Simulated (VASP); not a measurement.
Consider the following.

```
WSi2
1.0
   -1.62173     1.62173     3.94574
    1.62173    -1.62173     3.94574
    1.62173     1.62173    -3.94574
Si W
2 1
Direct
  0.66495   0.66495   0.00000
  0.33505   0.33505   0.00000
  0.00000   0.00000   0.00000
```

Computed with optB88-vdW, VASP's PBE PAW potentials (set 64) (plane waves; VASP). Settings: 520 eV cut-off, 15×15×15 Γ-centred mesh, tetrahedra with Blöchl corrections, potentials Si W_sv.

The cores are frozen, which limits the accuracy of field gradients.

Problem. Give the principal components of the electric field gradient (V/Å²) and the asymmetry η at each nucleus.

Solution. 
| atom | Vxx | Vyy | Vzz | η |
|---|---|---|---|---|
| Si1 | 4.4 | 4.4 | -8.8 | 0.00 |
| Si2 | 4.4 | 4.4 | -8.8 | 0.00 |
| W3 | 68.5 | 68.5 | -137.0 | 0.00 |

The compound is WSi2 in the MoSi2 type structure. It was relaxed first.
